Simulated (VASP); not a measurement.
Here is a VASP 6.6.1 calculation.

Contents of INCAR:

```
ALGO = Normal ; EDIFF = 1E-7
ENCUT = 520 ; ISIF = 2
ISMEAR = 0 ; IVDW = 12
LASPH = T ; LCHARG = F
LMIXTAU = T ; LREAL = F
LWAVE = F ; METAGGA = SCAN
NELM = 100 ; PREC = Accurate
SIGMA = 0.01
```

KPOINTS

```
k-points
0
Gamma
  1 1 1
```

POSCAR

```
AlH3S
1.0
   13.0000000000      0.0000000000      0.0000000000
    0.0000000000     11.0000000000      0.0000000000
    0.0000000000      0.0000000000     12.0000000000
Al S H
1 1 3
Direct
    0.4544538500      0.4939863600      0.5068500000
    0.5887000000      0.4686318200      0.6133750000
    0.3494076900      0.4407227300      0.5512500000
    0.4679153800      0.5630954500      0.3922916700
    0.6525923100      0.5259863600      0.5427416700
```

Potentials or basis: VASP PAW PBE potentials, release 64 (Al, S, H).

Run with:

```sh
$ cat potpaw_PBE.64/Al/POTCAR potpaw_PBE.64/S/POTCAR potpaw_PBE.64/H/POTCAR > POTCAR
$ mpirun -np 1 vasp_gam > vasp.out
```

Problem. Predict the dispersion energy per atom.

Solution. -0.003 eV.

Problem. What does it give for the largest force?

Solution. 0.159 eV/Å.

Forces in eV/Å, atoms in the order of the input:
```
Al   0.020  0.000  0.007
S   -0.004  0.072 -0.141
H    0.068  0.026 -0.021
H   -0.014 -0.040  0.072
H   -0.070 -0.059  0.083
```

Caveat: the PAW data sets were made with another functional, which shifts forces and pressure a little.
